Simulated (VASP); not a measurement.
A convergence study with VASP on Se (trig): one setting is varied, all else stays as given below, so the limit is that of these other settings.

```xyz
3
Lattice="2.1850 -3.7845 0.0000 2.1850 3.7845 0.0000 0.0000 0.0000 4.9500" Properties=species:S:1:pos:R:3 pbc="T T T"
Se     0.4916     0.8515     3.3000
Se     3.3868     0.0000     0.0000
Se     0.4916    -0.8515     1.6500
```

The numbers are results of PBE GGA, VASP's PBE PAW potentials (set 64) (plane waves; VASP), not measurements. The tightest run used: 550 eV cut-off, 15×15×11 Γ-centred mesh, Gaussian smearing of 0.050 eV, potentials Se.

Q: The settings run are 1×1×1 mesh; 2×2×1 mesh; 3×3×2 mesh; 4×4×3 mesh; 5×5×4 mesh; 6×6×4 mesh; 7×7×5 mesh; 8×8×6 mesh; 9×9×6 mesh; 10×10×7 mesh; 11×11×8 mesh; 12×12×9 mesh; 13×13×9 mesh; 14×14×10 mesh; 15×15×11 mesh. From which on does the energy per atom stay within 0.01 eV/atom of the tightest run?

A: From 4×4×3 mesh on: it is off by 0.0005 there and by no more than 0.01 in any finer run, while 3×3×2 mesh is off by 0.0357.
| setting | E (eV/atom) | pressure (GPa) | largest force (eV/Å) | irreducible k-points | difference judged (eV/atom) |
|---|---|---|---|---|---|
| 1×1×1 mesh | -2.2763 | 12.73 | 1.661 | 1 | 1.2131 |
| 2×2×1 mesh | -3.7860 | 0.53 | 1.363 | 2 | 0.2965 |
| 3×3×2 mesh | -3.4537 | 3.32 | 0.626 | 6 | 0.0357 |
| 4×4×3 mesh | -3.4899 | 3.01 | 0.433 | 9 | 0.0005 |
| 5×5×4 mesh | -3.4888 | 3.00 | 0.457 | 17 | 0.0006 |
| 6×6×4 mesh | -3.4888 | 3.00 | 0.456 | 24 | 0.0006 |
| 7×7×5 mesh | -3.4896 | 2.99 | 0.454 | 32 | 0.0001 |
| 8×8×6 mesh | -3.4894 | 2.99 | 0.455 | 50 | 0.0000 |
| 9×9×6 mesh | -3.4894 | 2.99 | 0.455 | 62 | 0.0000 |
| 10×10×7 mesh | -3.4894 | 2.99 | 0.454 | 80 | 0.0000 |
| 11×11×8 mesh | -3.4894 | 2.99 | 0.454 | 110 | 0.0000 |
| 12×12×9 mesh | -3.4894 | 2.99 | 0.454 | 143 | 0.0000 |
| 13×13×9 mesh | -3.4894 | 2.99 | 0.454 | 161 | 0.0000 |
| 14×14×10 mesh | -3.4894 | 2.99 | 0.454 | 208 | 0.0000 |
| 15×15×11 mesh | -3.4894 | 2.99 | 0.454 | 257 | 0.0000 |

Left out are rungs that failed or repeat a setting and relaxations that didn't move; long series are thinned to 24 rows.

The compound is Se in the trig structure. The cell was not relaxed at this level, forces remain on its atoms.
